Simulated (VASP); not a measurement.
Level of theory: TPSS meta-GGA, VASP's PBE PAW potentials (set 64) (plane waves; VASP).

A VASP calculation is set up with these files.

File KPOINTS:
```
Automatic mesh
0
Gamma
7 7 4
0 0 0
```

File KPOINTS_OPT:
```
k-points along high-symmetry lines
6
Line-mode
Reciprocal
  0.000000   0.000000   0.000000 ! GAMMA
  0.000000   0.500000   0.000000 ! M

  0.000000   0.500000   0.000000 ! M
 -0.333333   0.666667   0.000000 ! K

 -0.333333   0.666667   0.000000 ! K
  0.000000   0.000000   0.000000 ! GAMMA

  0.000000   0.000000   0.000000 ! GAMMA
  0.000000   0.000000   0.500000 ! A

  0.000000   0.000000   0.500000 ! A
  0.000000   0.500000   0.500000 ! L

  0.000000   0.500000   0.500000 ! L
 -0.333333   0.666667   0.500000 ! H

 -0.333333   0.666667   0.500000 ! H
  0.000000   0.000000   0.500000 ! A

  0.000000   0.500000   0.500000 ! L
  0.000000   0.500000   0.000000 ! M

 -0.333333   0.666667   0.500000 ! H
 -0.333333   0.666667   0.000000 ! K
```

### INCAR
```
ISIF = 2   ! forces and stress, cell fixed
ENCUT = 520   ! plane-wave cut-off (eV)
NEDOS = 601
SYSTEM = CdS
LASPH = .TRUE.   ! aspherical one-centre terms
METAGGA = TPSS
ISMEAR = -5   ! tetrahedra, Bloechl
EDIFF = 1E-7   ! SCF stop (eV)
LEFG = .TRUE.
LORBIT = 11   ! lm-projected
LWAVE = .FALSE.
PREC = Accurate
ALGO = Normal
NELM = 100   ! most electronic steps
LREAL = .FALSE.   ! projection in real space or not
LMIXTAU = .TRUE.
LMAXMIX = 4   ! l cut-off of mixed one-centre charges
LCHARG = .FALSE.
```

**POSCAR**
```
CdS
1
    2.1044501340    -3.6450143738     0.0000000000
    2.1044501340     3.6450143738     0.0000000000
    0.0000000000     0.0000000000     6.8305604378
Cd S
2 2
Direct
  0.6666670000   0.3333330000   0.4999467555
  0.3333330000   0.6666670000   0.9999467555
  0.6666670000   0.3333330000   0.8770532445
  0.3333330000   0.6666670000   0.3770532445
```

POTCAR, in this order: Cd S (PBE.64 set). Program: vasp_std.

The resulting files:

### OSZICAR
```
       N       E                     dE             d eps       ncg     rms          rms(c)
DAV:   1     0.224861744074E+03    0.22486E+03   -0.17624E+04  1056   0.151E+03
DAV:   2    -0.284838806432E+02   -0.25335E+03   -0.24801E+03  1194   0.394E+02
DAV:   3    -0.443943666485E+02   -0.15910E+02   -0.15841E+02  1296   0.965E+01
DAV:   4    -0.446827035171E+02   -0.28834E+00   -0.28782E+00  1244   0.151E+01
DAV:   5    -0.446901631862E+02   -0.74597E-02   -0.74581E-02  1348   0.222E+00    0.119E+01
DAV:   6    -0.407282548981E+02    0.39619E+01   -0.76711E+00  1074   0.396E+01    0.920E+00
DAV:   7    -0.388802370457E+02    0.18480E+01   -0.13741E+00  1128   0.112E+01    0.540E+00
DAV:   8    -0.405163578746E+02   -0.16361E+01   -0.38880E+00  1068   0.157E+01    0.365E+00
DAV:   9    -0.389003287494E+02    0.16160E+01   -0.20081E+00  1056   0.116E+01    0.103E+00
DAV:  10    -0.388806483953E+02    0.19680E-01   -0.77024E-02  1200   0.182E+00    0.422E-01
DAV:  11    -0.390181350587E+02   -0.13749E+00   -0.20988E-02  1056   0.149E+00    0.332E-01
DAV:  12    -0.390233943701E+02   -0.52593E-02   -0.86295E-04  1182   0.260E-01    0.342E-01
DAV:  13    -0.390138226540E+02    0.95717E-02   -0.71951E-04  1080   0.278E-01    0.346E-01
DAV:  14    -0.390418081070E+02   -0.27985E-01   -0.17611E-02  1140   0.122E+00    0.239E-01
DAV:  15    -0.390403324069E+02    0.14757E-02   -0.64331E-04  1218   0.230E-01    0.252E-01
DAV:  16    -0.390407379971E+02   -0.40559E-03   -0.78353E-05  1104   0.100E-01    0.184E-01
DAV:  17    -0.390418953053E+02   -0.11573E-02   -0.72306E-04  1056   0.259E-01    0.649E-02
DAV:  18    -0.390419113211E+02   -0.16016E-04   -0.63313E-05  1280   0.643E-02    0.413E-02
DAV:  19    -0.390419354292E+02   -0.24108E-04   -0.12641E-05  1062   0.289E-02    0.385E-02
DAV:  20    -0.390419381808E+02   -0.27516E-05   -0.63848E-06  1170   0.248E-02    0.293E-02
DAV:  21    -0.390419481524E+02   -0.99716E-05   -0.17931E-06  1080   0.159E-02    0.218E-02
DAV:  22    -0.390419493625E+02   -0.12101E-05   -0.14681E-06  1068   0.111E-02    0.116E-02
DAV:  23    -0.390419501237E+02   -0.76117E-06   -0.63457E-07   920   0.672E-03    0.832E-03
DAV:  24    -0.390419500326E+02    0.91020E-07   -0.18166E-07   930   0.307E-03
   1 F= -.39041950E+02 E0= -.39041950E+02  d E =0.000000E+00
       N       E                     dE             ncg
       N       E                     dE             ncg
       N       E                     dE             ncg
```

### OUTCAR
```
------------------------ aborting loop because EDIFF is reached ----------------------------------------
  FORCE on cell =-STRESS in cart. coord.  units (eV):
  Direction    XX          YY          ZZ          XY          YZ          ZX
  --------------------------------------------------------------------------------------
  Total       -0.0246799     -0.0246799     -0.0440249      0.0000000      0.0000000      0.0000000
  in kB       -0.3773372     -0.3773372     -0.6731075      0.0000000      0.0000000      0.0000000
  external PRESSURE =      -0.4759273 kB  Pullay stress =       0.0000000 kB
  volume of cell :      104.79
      direct lattice vectors                 reciprocal lattice vectors
     2.104450134 -3.645014374  0.000000000     0.237591755 -0.137173670  0.000000000
     2.104450134  3.645014374  0.000000000     0.237591755  0.137173670  0.000000000
     0.000000000  0.000000000  6.830560438     0.000000000  0.000000000  0.146400871
  FREE ENERGIE OF THE ION-ELECTRON SYSTEM (eV)
  ---------------------------------------------------
  free  energy   TOTEN  =       -39.0419500326 eV

  energy  without entropy=      -39.0419500326  energy(sigma->0) =      -39.04195003

 total charge

# of ion       s       p       d       tot
------------------------------------------
    1        0.401   0.288   9.550  10.239
    2        0.401   0.288   9.550  10.239
    3        1.313   2.399   0.000   3.713
    4        1.313   2.399   0.000   3.713
--------------------------------------------------
tot          3.428   5.375  19.099  27.902

 Electric field gradients after diagonalization (V/A^2)
 (convention: |V_zz| > |V_xx| > |V_yy|)
----------------------------------------------------------------------
 ion       V_xx      V_yy      V_zz     asymmetry (V_yy - V_xx)/ V_zz
----------------------------------------------------------------------
   1      -1.605    -1.602     3.207       0.001
   2      -1.605    -1.602     3.208       0.001
   3       0.189     0.189    -0.378       0.001
   4       0.189     0.189    -0.378       0.001
```
(Selected blocks of OUTCAR.)

The compound is CdS in the wurtzite structure. It was relaxed first, which changed the volume by +5 %.
